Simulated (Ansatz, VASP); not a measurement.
**Two plane-wave programs on B3C**

```
B C
1.0
    -2.11047    2.11047    2.11047
     2.11047   -2.11047    2.11047
     2.11047    2.11047   -2.11047
B C
3 1
Direct
  0.00000 0.50000 0.50000
  0.50000 0.00000 0.50000
  0.50000 0.50000 0.00000
  0.00000 0.00000 0.00000
```

Alike in both runs: task single point; functional PBE; k mesh 6 × 6 × 6; occupations gaussian, width 0.1 eV; collinear spin.

|  | VASP | Ansatz |
| --- | --- | --- |
| version | VASP 6.6.1 | Ansatz 0.2.0 |
| potentials or method | VASP PAW PBE potentials, release 64 (B, C) | scalar-relativistic, plane waves, PAW |
| plane-wave cutoff (eV) | 520 | 420 |
| valence electrons in the cell | 13 | 13 |

```tsv
	VASP	Ansatz	Ansatz less VASP
gap on the k mesh at the Fermi level (eV)	none	none	-
net moment per atom (μB)	0.00	0.00	0.000
```

A gap of «none» marks a metal or a gap that the smearing closes. With one functional, cell and mesh, what is left measures potentials, basis and numerics. Ansatz warned: «seeded_moment_not_kept».
